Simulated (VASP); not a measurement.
Here is the system:

```
CELL_PARAMETERS angstrom
      3.67198     0.00000     0.00000
      0.00000     5.19296     0.00000
      0.00000     0.00000    25.99564
ATOMIC_POSITIONS crystal
  Mg 0.00000 0.00000 0.32343
  Mg 0.50000 0.50000 0.39406
  Mg 0.00000 0.00000 0.46469
  Mg 0.50000 0.50000 0.53531
  Mg 0.00000 0.00000 0.60594
  Mg 0.50000 0.50000 0.67657
  S  0.50000 0.00000 0.39406
  S  0.00000 0.50000 0.32343
  S  0.50000 0.00000 0.53531
  S  0.00000 0.50000 0.46469
  S  0.50000 0.00000 0.67657
  S  0.00000 0.50000 0.60594
```

Level of theory: r2SCAN meta-GGA, VASP's PBE PAW potentials (set 64) (plane waves; VASP). Settings: PREC = Normal, EDIFF = 1E-5, 400 eV cut-off, 6×4×1 Γ-centred mesh, Gaussian smearing of 0.050 eV, potentials Mg S.

The ions are relaxed. What does this cell relax into?

```
CELL_PARAMETERS angstrom
      3.67198     0.00000     0.00000
      0.00000     5.19296     0.00000
      0.00000     0.00000    25.99564
ATOMIC_POSITIONS crystal
  Mg 0.00000 0.00000 0.33368
  Mg 0.50000 0.50000 0.38603
  Mg 0.00000 0.00000 0.46922
  Mg 0.50000 0.50000 0.53078
  Mg 0.00000 0.00000 0.61397
  Mg 0.50000 0.50000 0.66632
  S  0.50000 0.00000 0.39517
  S  0.00000 0.50000 0.32063
  S  0.50000 0.00000 0.53667
  S  0.00000 0.50000 0.46333
  S  0.50000 0.00000 0.67937
  S  0.00000 0.50000 0.60483
```

How much energy does the relaxation gain?

The energy (σ→0) changes by -39.0 meV/atom, in 10 ionic steps.

The cell is a thin slab with vacuum, built from MgS (rock salt): (110) face.
